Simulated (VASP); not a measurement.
An input for Quantum ESPRESSO's pw.x (written as the equivalent of a VASP run, and not itself run):

```
&CONTROL
  calculation = 'vc-relax'
  pseudo_dir = './pseudo'
  outdir = './out'
  tprnfor = .true.
  tstress = .true.
  nstep = 60
  forc_conv_thr = 0.00039
/
&SYSTEM
  ibrav = 0
  nat = 2
  ntyp = 2
  ecutwfc = 94
  occupations = 'smearing'
  smearing = 'methfessel-paxton'
  degauss = 0.00735
  input_dft = 'pbesol'
/
&ELECTRONS
  conv_thr = 7.3e-08
  electron_maxstep = 100
/
&IONS
/
&CELL
/
ATOMIC_SPECIES
  Cr 51.996 Cr.upf
  B 10.810 B.upf
CELL_PARAMETERS angstrom
     2.5483434    0.0000000    0.0000000
    -0.0000000    2.5483434   -0.0000000
     0.0000000   -0.0000000    2.5483434
ATOMIC_POSITIONS crystal
  Cr   0.0000000  0.0000000  0.0000000
  B    0.5000000  0.5000000  0.5000000
K_POINTS automatic
  13 13 13 0 0 0
```

### Question
Translate this input to VASP (INCAR, KPOINTS, POSCAR, choice of POTCAR).

### Answer
This is not unique; one that fits is 
### INCAR
```
SYSTEM=CrB
PREC=Accurate; ENCUT=520; LREAL=.FALSE.
LASPH=.TRUE.
EDIFF=1E-6; NELM=100; ALGO=Normal
LMAXMIX=4
ISMEAR=1; SIGMA=0.1
GGA=PS
IBRION=2; NSW=60; ISIF=3
EDIFFG=-0.01
LWAVE=.FALSE.; LCHARG=.FALSE.
```

**KPOINTS**
```
Automatic mesh
0
Gamma
13 13 13
0 0 0
```

### POSCAR
```
CrB
1.0
  2.5483433535   0.0000000000   0.0000000000
  0.0000000000   2.5483433535   0.0000000000
  0.0000000000   0.0000000000   2.5483433535
Cr B
1 1
Cartesian
  0.0000000000   0.0000000000   0.0000000000
  1.2741716767   1.2741716767   1.2741716767
```

POTCAR, in this order: Cr_pv B (PBE.64 set). Program: vasp_std.

The two are equivalent in intent, not identical: the potentials are each code's own (VASP's PAW set, PseudoDojo norm-conserving files in pw.x), so ENCUT and ecutwfc are chosen apart and not converted; conv_thr bounds pw.x's estimated SCF error, while EDIFF bounds the energy change between steps; forc_conv_thr acts on force components and is met together with etot_conv_thr.

The structure was generated: CrB was put into the CsCl type type (Pm-3m), which need not be its known phase. It was relaxed first, which changed the volume by -32 %. The start is the result of an earlier pass.
